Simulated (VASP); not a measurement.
Here is the system:

```
K2S
1.0
    0.00000     3.81444     3.81444
    3.81444     0.00000     3.81444
    3.81444     3.81444     0.00000
K S
2 1
Direct
  0.25000   0.25000   0.25000
  0.75000   0.75000   0.75000
  0.00000   0.00000   0.00000
```

Computed with RPBE GGA, VASP's PBE PAW potentials (set 64) (plane waves; VASP). Run with 520 eV cut-off, 5×5×5 Γ-centred mesh, Gaussian smearing of 0.050 eV, potentials K_sv S.

Task: What does the run give for the energy per atom (σ→0)?

Result: 
```
Property                               Result
---------------------  ----------------------
energy per atom (σ→0)  -284.7 kJ/mol of atoms
```

The compound is K2S in the antifluorite structure. It was relaxed first, which changed the volume by +9 %. The start is the result of an earlier pass.
